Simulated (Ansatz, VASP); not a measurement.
**FeSb: VASP beside Ansatz**

Aim: how closely do two programs agree when they are given the same cell, functional and k mesh?

Calculated with Ansatz 0.2.0; plane waves, with VASP 6.6.1 beside it; single point at PBEsol.

The database entry behind the starting cell differs from later determinations by our own check (0.1 to 0.3 % short, probably kX units), so it need not match the best structure at ambient conditions.

### 1. Starting point

Symmetry: P6_3/mmc, No. 194, hexagonal system. Conventional cell: a = 4.060 Å, b = 4.060 Å, c = 5.130 Å, α = 90.00°, β = 90.00°, γ = 120.00°. Nearest to Fe lie 2 Fe at 2.56 Å and 6 Sb at 2.67 Å. Nearest to Sb lie 6 Fe at 2.67 Å. Farther neighbours are not listed.

Structure file:

```xyz
4
Lattice="4.0600 0.0000 0.0000 -2.0300 3.5161 0.0000 0.0000 0.0000 5.1300" Properties=species:S:1:pos:R:3 pbc="T T T"
Fe    0.0000    0.0000    2.5650
Fe    0.0000    0.0000    0.0000
Sb    2.0300    1.1720    3.8475
Sb    0.0000    2.3440    1.2825
```

### 2. VASP: single point, PBEsol

A single point gives forces, pressure and levels at one fixed geometry, so differences don't come from the geometry; what else differs is listed under the comparison.

Lines of VASP's logs that name or quote its potential files are left out, and so is its time.

Input file INCAR:

```
SYSTEM = FeSb
PREC = Accurate
ENCUT = 350
EDIFF = 1E-06
NELM = 150
ISMEAR = 0
SIGMA = 0.05
LREAL = .FALSE.
ALGO = Normal
GGA = PS
NBANDS = 21
ISPIN = 2
MAGMOM = 3 3 0 0
LMAXMIX = 4
LORBIT = 11
LWAVE = .TRUE.
LCHARG = .TRUE.
KPAR = 2
AMIX = 0.2
BMIX = 1E-04
AMIX_MAG = 0.8
BMIX_MAG = 1E-04
```

Input file POSCAR:

```
FeSb
1.0
    4.0600000000      0.0000000000      0.0000000000
   -2.0300000000      3.5160631394      0.0000000000
    0.0000000000      0.0000000000      5.1300000000
Fe Fe Sb
1 1 2
Direct
    0.0000000000      0.0000000000      0.5000000000
    0.0000000000      0.0000000000      0.0000000000
    0.6666666667      0.3333333333      0.7500000000
    0.3333333333      0.6666666667      0.2500000000
```

Input file KPOINTS:

```
Automatic mesh
0
Gamma
4 4 3
0 0 0
```

Potentials, in the order of the species: Fe, Fe and Sb (PBE family, release 64).

Started as:

```sh
mpirun -np 2 vasp_std
```

Numbers of over 12 decimals in the logs are rounded to 6 here.

The log of the run:

```text
[banner, memory and clock lines left out]
running    2 mpi-ranks, on    1 nodes
 distrk:  each k-point on    1 cores,    2 groups
 distr:  one band on    1 cores,    1 groups

 POSCAR found type information on POSCAR FeFeSb
 POSCAR found :  3 types and       4 ions
|                                                                             |
|               ----> ADVICE to this user running VASP <----                  |
|                                                                             |
|     You enforced a specific xc type in the INCAR file but a different       |
|     [... a line on the potential file left out ...]
|     I HOPE YOU KNOW WHAT YOU ARE DOING!                                     |
|                                                                             |

 LDA part: xc-table for (Slater+PW92), standard interpolation
 POSCAR, INCAR and KPOINTS ok, starting setup
 FFT: planning ... GRIDC
 FFT: planning ... GRID_SOFT
 FFT: planning ... GRID
 WAVECAR not read
 entering main loop
       N       E                     dE             d eps       ncg     rms          rms(c)
DAV:   1     0.131641754366E+03    0.13164E+03   -0.82774E+03   756   0.883E+02
DAV:   2    -0.214004188526E+02   -0.15304E+03   -0.14560E+03   766   0.240E+02
DAV:   3    -0.287682344013E+02   -0.73678E+01   -0.70367E+01   940   0.621E+01
DAV:   4    -0.289768475582E+02   -0.20861E+00   -0.20786E+00   900   0.108E+01
DAV:   5    -0.289835054715E+02   -0.66579E-02   -0.66548E-02   945   0.200E+00    0.158E+01
DAV:   6    -0.276488021878E+02    0.13347E+01   -0.12083E+01  1034   0.541E+01    0.965E+00
DAV:   7    -0.270549111751E+02    0.59389E+00   -0.21771E+00   967   0.237E+01    0.546E+00
DAV:   8    -0.269603034568E+02    0.94608E-01   -0.30953E-01   911   0.392E+00    0.300E+00
DAV:   9    -0.270644470842E+02   -0.10414E+00   -0.12715E+00  1123   0.112E+01    0.677E+00
DAV:  10    -0.269166493779E+02    0.14780E+00   -0.87326E-01  1191   0.960E+00    0.954E-01
DAV:  11    -0.269240574212E+02   -0.74080E-02   -0.12157E-02   876   0.953E-01    0.650E-01
DAV:  12    -0.269251672315E+02   -0.11098E-02   -0.34740E-03  1066   0.414E-01    0.342E-01
DAV:  13    -0.269248060928E+02    0.36114E-03   -0.19841E-03  1181   0.463E-01    0.171E-01
DAV:  14    -0.269246988308E+02    0.10726E-03   -0.36931E-04   999   0.220E-01    0.496E-02
DAV:  15    -0.269246873605E+02    0.11470E-04   -0.86386E-05   923   0.896E-02    0.241E-02
DAV:  16    -0.269246912715E+02   -0.39111E-05   -0.12305E-05   939   0.332E-02    0.105E-02
DAV:  17    -0.269246915908E+02   -0.31925E-06   -0.12304E-06   583   0.119E-02
   1 F= -.26924692E+02 E0= -.26920094E+02  d E =-.919596E-02  mag=     2.9989
 writing wavefunctions
```

From OUTCAR (step 2):

```text
ion  position               nearest neighbor table
   1  0.000  0.000  0.500-   2 2.56   2 2.56   4 2.67   3 2.67   3 2.67   4 2.67   3 2.67   4 2.67

  LATTYP: Found a hexagonal cell.
 ALAT       =     4.0600000000
 C/A-ratio  =     1.2635467980

 Subroutine GETGRP returns: Found 12 space group operations
 (whereof 12 operations were pure point group operations)

The static configuration has the point symmetry D_3d.

 Found      9 irreducible k-points:

   k-points           NKPTS =      9   k-points in BZ     NKDIM =      9   number of bands    NBANDS=     21

   dimension x,y,z NGX =    28 NGY =   28 NGZ =   32
   dimension x,y,z NGXF=    56 NGYF=   56 NGZF=   64

   ENCUT  =  350.0 eV  25.72 Ry    5.07 a.u.   6.19  6.19  7.83*2*pi/ulx,y,z

   NELECT =      26.0000    total number of electrons

 k-points in reciprocal lattice and weights: Automatic mesh
   0.00000000  0.00000000  0.00000000       0.021
   0.25000000  0.00000000  0.00000000       0.125
   0.50000000  0.00000000  0.00000000       0.062
   0.25000000  0.25000000  0.00000000       0.125
   0.00000000  0.00000000  0.33333333       0.042
   0.25000000  0.00000000  0.33333333       0.125
   0.00000000  0.25000000  0.33333333       0.125
   0.50000000  0.00000000  0.33333333       0.125
   0.25000000  0.25000000  0.33333333       0.250

 average (electrostatic) potential at core
       1 -40.9424       2 -40.9424       3 -84.5447       4 -84.5447

 E-fermi :   7.8650

 spin component 1
 k-point     1 :       0.0000    0.0000    0.0000
  band No.  band energies     occupation
    ...
      8       5.4159      1.00000
      9       6.2157      1.00000
     10       6.2157      1.00000
     11       6.8653      1.00000
     12       6.8653      1.00000
     13       8.5136      0.00000
     14       8.5136      0.00000
     15       8.5832      0.00000
     16      10.6680      0.00000
     17      10.6680      0.00000
    ...

 k-point     2 :       0.2500    0.0000    0.0000
  band No.  band energies     occupation
    ...
     10       6.3498      1.00000
     11       6.4717      1.00000
     12       6.8370      1.00000
     13       6.8731      1.00000
     14       7.2000      1.00000
     15       8.1578      0.00000
     16       9.0248      0.00000
     17      10.7122      0.00000
     18      11.6431      0.00000
     19      12.2650      0.00000
    ...

 k-point     3 :       0.5000    0.0000    0.0000
  band No.  band energies     occupation
    ...
     12       6.4886      1.00000
     13       6.7343      1.00000
     14       6.8382      1.00000
     15       6.8886      1.00000
     16       7.7752      0.99446
     17       9.7267      0.00000
     18      11.7481      0.00000
     19      12.0560      0.00000
     20      13.3636      0.00000
     21      13.4911      0.00000

 k-point     4 :       0.2500    0.2500    0.0000
  band No.  band energies     occupation
    ...
     11       6.5456      1.00000
     12       6.6008      1.00000
     13       6.8297      1.00000
     14       6.8730      1.00000
     15       7.5058      1.00000
     16       8.9765      0.00000
     17       9.1741      0.00000
     18       9.3443      0.00000
     19      12.0094      0.00000
     20      13.9093      0.00000
    ...

 k-point     5 :       0.0000    0.0000    0.3333
  band No.  band energies     occupation
    ...
      8       5.4758      1.00000
      9       5.6993      1.00000
     10       5.6993      1.00000
     11       6.3384      1.00000
     12       6.3384      1.00000
     13       7.9681      0.00178
     14       9.5573      0.00000
     15       9.5806      0.00000
     16       9.5806      0.00000
     17      10.5300      0.00000
    ...

 k-point     6 :       0.2500    0.0000    0.3333
  band No.  band energies     occupation
    ...
      9       5.6767      1.00000
     10       6.0486      1.00000
     11       6.2453      1.00000
     12       6.3801      1.00000
     13       7.2496      1.00000
     14       8.0146      0.00001
     15       8.3156      0.00000
     16       8.4792      0.00000
     17      10.0778      0.00000
     18      10.4703      0.00000
    ...

  Total       -3.6532857     -3.6532857     -4.9034286      0.0000000      0.0000000      0.0000000
  in kB      -79.9271173    -79.9271173   -107.2779269      0.0000000      0.0000000      0.0000000
  external PRESSURE =     -89.0440538 kB  Pullay stress =       0.0000000 kB

  energy-cutoff  :      350.00
  volume of cell :       73.23
      direct lattice vectors                 reciprocal lattice vectors
     4.060000000  0.000000000  0.000000000     0.246305419  0.142204500  0.000000000
    -2.030000000  3.516063139  0.000000000     0.000000000  0.284409000  0.000000000
     0.000000000  0.000000000  5.130000000     0.000000000  0.000000000  0.194931774

 POSITION                                       TOTAL-FORCE (eV/Angst)
 -----------------------------------------------------------------------------------
      0.00000      0.00000      2.56500        -0.000000      0.000000      0.000000
      0.00000      0.00000      0.00000        -0.000000      0.000000      0.000000
      2.03000      1.17202      3.84750         0.000000      0.000000     -0.000133
     -0.00000      2.34404      1.28250        -0.000000      0.000000      0.000133
 -----------------------------------------------------------------------------------
    total drift:                               -0.000000      0.000000     -0.000000

  FREE ENERGIE OF THE ION-ELECTRON SYSTEM (eV)
  ---------------------------------------------------
  free  energy   TOTEN  =       -26.9246915908 eV

  energy  without entropy=      -26.9154956284  energy(sigma->0) =      -26.92009361

 total charge
# of ion       s       p       d       tot
------------------------------------------
    1        0.403   0.431   6.369   7.203
    2        0.403   0.431   6.369   7.203
    3        1.124   1.234   0.071   2.428
    4        1.124   1.234   0.071   2.428
--------------------------------------------------
tot          3.053   3.330  12.878  19.262

 magnetization (x)
# of ion       s       p       d       tot
------------------------------------------
    1        0.010   0.004   1.609   1.623
    2        0.010   0.004   1.609   1.623
    3        0.002  -0.078  -0.003  -0.079
    4        0.002  -0.078  -0.003  -0.079
--------------------------------------------------
tot          0.023  -0.148   3.213   3.088

[... 6 further parts left out ...]
```

The magnetic state follows from one typed start and may not be the lowest. LASPH is off, so gradient terms of the non-spherical density inside the spheres are left out; for open d or f shells this can shift gaps and moments.

[end of part 1 of 2]

[Lines on the potential files, build, host, timing and source positions are cut from VASP's logs without a mark.]

[Logs are printed without paths, hosts, clocks, repeated set-up lines and the standing remarks that a program may print on its own settings, such as how far it seeks lower states.]

[Hosts, paths, dates, database ids (printed as entryN), source tags and the programs' standing remarks are cut or masked in the printed files.]
